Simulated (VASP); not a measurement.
All values below come from PBE GGA, VASP's PBE PAW potentials (set 64) (plane waves; VASP).

VASP ran on this input.

**POSCAR**
```
CuZn
1
    2.9242930000     0.0000000000     0.0000000000
    0.0000000000     2.9565710000     0.0000000000
    0.0000000000     0.0000000000     2.9631800000
Zn Cu
1 1
Direct
  0.5000000000   0.5000000000   0.5000000000
  0.0231320000   0.0000000000   0.0000000000
```

### INCAR
```
! general
SYSTEM  = CuZn
PREC    = Accurate
ENCUT   = 400
LREAL   = .False.
LASPH   = .True.

! electronic loop
EDIFF   = 1E-6   ! SCF stop (eV)
NELM    = 100
ALGO    = VeryFast
LMAXMIX = 4

! smearing
ISMEAR  = 1   ! Methfessel-Paxton
SIGMA   = 0.1

! functional
GGA     = PE   ! PBE

! ions
ISIF    = 2   ! forces and stress, cell fixed

! output
LWAVE   = .False.
LCHARG  = .False.
```

**KPOINTS**
```
Automatic mesh
0
Gamma
11 11 11
0 0 0
```

POTCAR, in this order: Zn Cu (PBE.64 set). Program: vasp_std.

Problem. Predict the energy per atom (σ→0), pressure, largest force, band gap (on the k-mesh).

Solution. 
```json
{
  "energy per atom (σ→0)": "-2.501 eV/atom",
  "band gap (on the k-mesh)": "none (metal, semimetal or under 0.01 eV)",
  "pressure": "1.95 GPa",
  "largest_force": "0.325 eV/Å"
}
```

**OSZICAR**
```
...
RMM:  15    -0.500920319479E+01    0.12236E-01   -0.39036E-02 11574   0.325E+00    0.104E+00
RMM:  16    -0.500253673044E+01    0.66665E-02   -0.37509E-03 10013   0.849E-01    0.143E-01
RMM:  17    -0.500226036439E+01    0.27637E-03   -0.11004E-03  7584   0.582E-01    0.462E-02
RMM:  18    -0.500226557157E+01   -0.52072E-05   -0.10620E-04  7652   0.205E-01    0.169E-02
RMM:  19    -0.500226396348E+01    0.16081E-05   -0.35556E-05  7552   0.810E-02    0.604E-03
RMM:  20    -0.500226509141E+01   -0.11279E-05   -0.11836E-05  6738   0.614E-02    0.967E-03
RMM:  21    -0.500226490321E+01    0.18820E-06   -0.64541E-06  6164   0.344E-02
   1 F= -.50022649E+01 E0= -.50020770E+01  d E =-.563762E-03
```

The compound is CuZn in the CsCl type structure. The cell was not relaxed at this level, atoms are displaced from their ideal sites. The run is one of a series of settings (ALGO = VeryFast against the base run), some of them coarse on purpose. The electron count is odd and the run is not spin-polarised, which forces a metal.
